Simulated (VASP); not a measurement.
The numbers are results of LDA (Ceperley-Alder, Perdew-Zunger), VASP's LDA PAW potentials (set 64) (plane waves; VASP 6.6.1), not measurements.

The input files of a VASP run:

**POSCAR**
```
MgI2
1
    1.9956177960    -3.4565110209     0.0000000000
    1.9956177960     3.4565110209     0.0000000000
    0.0000000000     0.0000000000     6.5483894515
Mg I
1 2
Direct
  0.0000000000   0.0000000000   1.0000000000
  0.3333330000   0.6666670000   0.2474505819
  0.6666670000   0.3333330000   0.7525494181
```

KPOINTS:
```
Automatic mesh
0
Gamma
6 6 4
0 0 0
```

INCAR:
```
NSW=30   ! most ionic steps
EDIFF=1E-7
ENCUT=520
ISIF=4   ! ions and shape, fixed volume
NELM=100   ! most electronic steps
LMAXMIX=4   ! l cut-off of mixed one-centre charges
LREAL=F   ! projection in real space or not
SYSTEM=MgI2
ISMEAR=0   ! Gaussian
PREC=Accurate
LASPH=T   ! aspherical one-centre terms
LCHARG=F
LWAVE=F
ALGO=Normal   ! blocked Davidson
SIGMA=0.05
EDIFFG=-0.01   ! ionic stop
IBRION=2
```

POTCAR, in this order: Mg I (LDA.64 set). Program: vasp_std.

### Question
Estimate the energy per atom (σ→0).

### Answer

```
Property                       Result
---------------------  --------------
energy per atom (σ→0)  -3.024 eV/atom
```

### OSZICAR
```
...
DAV:   1    -0.907615156018E+01   -0.45784E-02   -0.24847E-01   608   0.278E+00    0.310E-01
DAV:   2    -0.907365188889E+01    0.24997E-02   -0.70884E-03   660   0.630E-01    0.148E-01
DAV:   3    -0.907235280519E+01    0.12991E-02   -0.15406E-03   704   0.251E-01    0.682E-02
DAV:   4    -0.907218700779E+01    0.16580E-03   -0.57955E-04   696   0.144E-01    0.141E-02
DAV:   5    -0.907218842543E+01   -0.14176E-05   -0.34702E-05   636   0.380E-02    0.124E-02
DAV:   6    -0.907218809733E+01    0.32809E-06   -0.10782E-06   688   0.779E-03    0.723E-03
DAV:   7    -0.907218802699E+01    0.70348E-07   -0.48181E-07   608   0.520E-03
   5 F= -.90721880E+01 E0= -.90721880E+01  d E =-.211135E-02
```

The compound is MgI2 in the 1T layered structure. This cell is one point of a volume scan, at 0.94 of the reference volume. Symmetry was kept, so distortions that lower it aren't found.
